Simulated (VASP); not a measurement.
Data:

```yaml
crystal:
  lattice:
    - [-1.39448, 1.39448, 1.39448]
    - [1.39448, -1.39448, 1.39448]
    - [1.39448, 1.39448, -1.39448]
  atoms:
    - { symbol: Fe, position: [0.00000, 0.00000, 0.00000], spin: 2.0 }
```

Method: MS2 meta-GGA, VASP's PBE PAW potentials (set 64) (plane waves; VASP 6.6.1). Settings: 520 eV cut-off, 20×20×20 Γ-centred mesh, tetrahedra with Blöchl corrections, potentials Fe.

Question: Give the spin-up energies of bands 1 to 6 at the high-symmetry points, in eV from the Fermi level.

Answer: 
```json
[
 {"band": "1", "Γ": "-9.02", "H": "-5.59", "N": "-5.40", "P": "-3.41"},
 {"band": "2", "Γ": "-2.32", "H": "-5.59", "N": "-3.53", "P": "-3.41"},
 {"band": "3", "Γ": "-2.32", "H": "0.33", "N": "-1.43", "P": "-3.41"},
 {"band": "4", "Γ": "-2.32", "H": "0.33", "N": "-1.33", "P": "-1.40"},
 {"band": "5", "Γ": "-1.64", "H": "0.33", "N": "0.27", "P": "-1.40"},
 {"band": "6", "Γ": "-1.64", "H": "10.22", "N": "0.63", "P": "8.94"}
]
```

Question: Give the spin-down energies of bands 1 to 6 at the high-symmetry points, in eV from the Fermi level.

Answer: 
| band | Γ | H | N | P |
|---|---|---|---|---|
| 1 | -8.71 | -2.92 | -4.02 | -2.29 |
| 2 | -0.84 | -2.92 | -2.19 | -2.29 |
| 3 | -0.84 | 2.04 | 0.54 | -2.29 |
| 4 | -0.84 | 2.04 | 1.98 | 2.82 |
| 5 | 2.45 | 2.04 | 2.36 | 2.82 |
| 6 | 2.45 | 10.51 | 2.77 | 9.76 |

It has no gap at this level: it comes out as a metal or semimetal.

The compound is Fe in the bcc structure. It was relaxed first, which changed the volume by -8 %.
